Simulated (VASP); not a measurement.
These are HSE06 screened hybrid, VASP's PBE PAW potentials (set 64) (plane waves; VASP 6.6.1) values and carry that method's errors.

VASP input:

### INCAR
```
! general
SYSTEM   = ZnSe
PREC     = Accurate
ENCUT    = 300   ! plane-wave cut-off (eV)
LREAL    = .FALSE.
LASPH    = .TRUE.   ! aspherical one-centre terms
ISYM     = 3

! electronic loop
EDIFF    = 1E-6   ! SCF stop (eV)
NELM     = 100   ! most electronic steps
ALGO     = Normal
LMAXMIX  = 4

! smearing
ISMEAR   = 0   ! Gaussian
SIGMA    = 0.01

! functional
GGA      = PE   ! PBE
LHFCALC  = .TRUE.
AEXX     = 0.25
HFSCREEN = 0.2   ! 1/Angstrom
PRECFOCK = Fast

! ions
ISIF     = 2   ! forces and stress, cell fixed

! output
LWAVE    = .FALSE.
LCHARG   = .FALSE.
```

File KPOINTS:
```
Automatic mesh
0
Gamma
3 3 3
0.5 0.5 0.5
```

**POSCAR**
```
ZnSe
1
    0.0000000000     2.8324450000     2.8324450000
    2.8324450000     0.0000000000     2.8324450000
    2.8324450000     2.8324450000     0.0000000000
Zn Se
1 1
Direct
  0.0000000000   0.0000000000   0.0000000000
  0.7500000000   0.7500000000   0.7500000000
```

POTCAR, in this order: Zn Se (PBE.64 set). Program: vasp_std.

At this cut-off the stress carries a Pulay error, which pulls relaxed volumes low.

Problem. Predict the energy per atom (σ→0), pressure.

Solution. 
| Property | Value |
|---|---|
| energy per atom (σ→0) | -358.8 kJ/mol of atoms |
| pressure | 1.16 GPa |

File OSZICAR:
```
...
DAV:  13    -0.743749021052E+01    0.30916E-05   -0.24761E-05   171   0.467E-02    0.881E-02
DAV:  14    -0.743749556402E+01   -0.53535E-05   -0.10177E-05   176   0.292E-02    0.499E-02
DAV:  15    -0.743750078962E+01   -0.52256E-05   -0.45474E-06   161   0.182E-02    0.287E-02
DAV:  16    -0.743750415629E+01   -0.33667E-05   -0.18811E-06   166   0.111E-02    0.169E-02
DAV:  17    -0.743750615597E+01   -0.19997E-05   -0.82237E-07   113   0.710E-03    0.101E-02
DAV:  18    -0.743750726136E+01   -0.11054E-05   -0.41242E-07   118   0.503E-03    0.636E-03
DAV:  19    -0.743750787056E+01   -0.60920E-06   -0.18470E-07    98   0.329E-03
   1 F= -.74375079E+01 E0= -.74375079E+01  d E =-.158629E-57
```

The structure comes from a computed database's ZnSe entry; how it stands against other phases isn't given here. The cell was not relaxed at this level. The k-mesh is coarse (spacing up to 0.64 per Å, 2π included), so the numbers may not be converged in it. The run is one of a series of settings (AEXX = 0.25, HFSCREEN = 0.2, ISYM = 3, LHFCALC = .TRUE., PRECFOCK = Fast, KPOINTS 3×3×3 Γ-centred mesh shifted by (0.5, 0.5, 0.5) against the base run), some of them coarse on purpose.
